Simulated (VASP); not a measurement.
Data:

```
FePt
1.0
    2.72000     0.00000     0.00000
    0.00000     2.72000     0.00000
    0.00000     0.00000     3.71000
Fe Pt
1 1
Cartesian
  0.00000   0.00000   0.00000
  1.36000   1.36000   1.85500
```
Starting moments (μB, in the order of the record's atoms Fe Pt): 3.0 0.0.

The numbers are results of PBE GGA, VASP's PBE PAW potentials (set 64) (plane waves; VASP), not measurements. Numerical set-up: 400 eV cut-off, 10×10×8 Γ-centred mesh, first-order Methfessel-Paxton smearing of 0.10 eV, potentials Fe Pt.

Unless said otherwise, spin-orbit coupling is left out, though it shifts the bands of the heavy elements here.

**Question.** Predict the cell moment, energy per atom (σ→0), pressure, band gap (on the k-mesh) with the smallest direct gap where there is one.

**Answer.** 
```yaml
band gap (on the k-mesh): none (metal, semimetal or under 0.01 eV)
cell_moment: 3.34 μB
energy per atom (σ→0): -7.400 eV/atom
pressure: 4.47 GPa
```

**Question.** Give the moment on each site (PAW-sphere projection).

**Answer.** 
```json
[
 {"site": "Fe1", "moment (μB)": "2.96"},
 {"site": "Pt2", "moment (μB)": "0.36"}
]
```

The absolute energy has meaning only against runs of the same code, potentials and settings.

The compound is FePt in the L1_0 structure. The cell was not relaxed at this level.
